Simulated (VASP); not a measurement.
Input:

```
CELL_PARAMETERS angstrom
      3.24802     0.00000     0.00000
      0.00000     3.24802     0.00000
      0.00000     0.00000     3.24802
ATOMIC_POSITIONS crystal
  In 0.50000 0.50000 0.50000
  Pd 0.00000 0.00000 0.00000
```

Calculation: PBEsol GGA, VASP's PBE PAW potentials (set 64) (plane waves; VASP 6.6.1). Numerical set-up: 400 eV cut-off, Gaussian smearing of 0.050 eV, potentials In_d Pd.

Task: Give the energies of bands 6 to 14 at the high-symmetry points, in eV from the Fermi level.

Result: 
```
band       Γ      X      M      R
----  ------  -----  -----  -----
6     -10.34  -6.75  -6.35  -5.07
7      -3.97  -6.24  -3.64  -5.07
8      -3.97  -3.96  -2.79  -5.07
9      -2.37  -3.40  -2.79  -1.72
10     -2.37  -3.40  -2.50  -1.72
11     -2.37  -2.45  -2.50  -0.09
12      4.16  -1.18  -1.77   3.74
13      4.16   9.67   1.51   3.74
14      4.16   9.67   2.46   3.74
```

It has no gap at this level: it comes out as a metal or semimetal.

The compound is PdIn in the CsCl type structure. It was relaxed first. The electron count is odd and the run is not spin-polarised, which forces a metal.
